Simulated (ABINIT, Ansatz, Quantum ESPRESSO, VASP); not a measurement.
One structure in several programs: CsH (Pm-3m, 2 atoms in the cell)

Self-consistent single point, at a second geometry (lattice scaled by 0.98). First geometry:

```yaml
crystal:
  lattice:
    - [3.81459, 0.00000, 0.00000]
    - [0.00000, 3.81459, 0.00000]
    - [0.00000, 0.00000, 3.81459]
  atoms:
    - { symbol: Cs, position: [0.00000, 0.00000, 0.00000] }
    - { symbol: H, position: [0.50000, 0.50000, 0.50000] }
```

Shared settings, as Ansatz (a quantum-chemistry and plane-wave program) writes them: kpoints.mp_grid.grid = 7 7 7; scf.occupations.method = fixed. Potentials and cutoffs stand in the table.

```
code                                                            model  ΔF from the first geometry (meV/atom)  pressure (GPa)  gap on the mesh (eV)  cutoff
----------------  ---------------------------------------------------  -------------------------------------  --------------  --------------------  ------
Quantum ESPRESSO  LDA (PZ), GBRV 1.5 ultrasoft (LDA) pseudopotentials                                  -17.1           -1.36                 2.943   40 Ry
VASP                     LDA (PZ), VASP's LDA PAW potentials (set 64)                                  -15.0           -1.58                 2.913  300 eV
ABINIT                             LDA (PW92), PAW (JTH v2.0 LDA PAW)                                  -14.9           -1.13                 2.909  816 eV
Ansatz                    LDA (PW92), default PAW files made with PBE                                  -16.4           -1.29                 2.940  420 eV
```

For VASP (by 0.4 GPa) the energy change implies a higher mean pressure, against the two pressures, than for the other programs: a sign of finite-basis (Pulay) stress.

Gaps are read on the mesh.

The spread over the programs that give each value: ΔF from the first geometry within 2.2 meV/atom; pressure within 0.45 GPa; gap on the mesh within 0.034 eV.

Ansatz's pressure is given at a fixed set of plane waves, as the other plane-wave codes print theirs. The same LDA comes in different parametrisations, which differ slightly.

VASP's run is marked for a possible Pulay error in its stress at this cutoff; no cutoff test was made.

VASP ran the fixed occupations as a Gaussian smearing of 0.01 eV.

The starting cell comes from a database of computed structures (which also holds hypothetical and non-ambient phases and stackings), without a prior relaxation at this level. Its lattice was rescaled by a random factor within 2.5 % of one. For this run, on top of that: lattice scaled by 0.98.

Left out of this page: GPAW, CP2K, FLEUR and SIESTA (not drawn, or without a comparable value); Elk (failed or unconverged).

Keys are those of Ansatz 0.2.
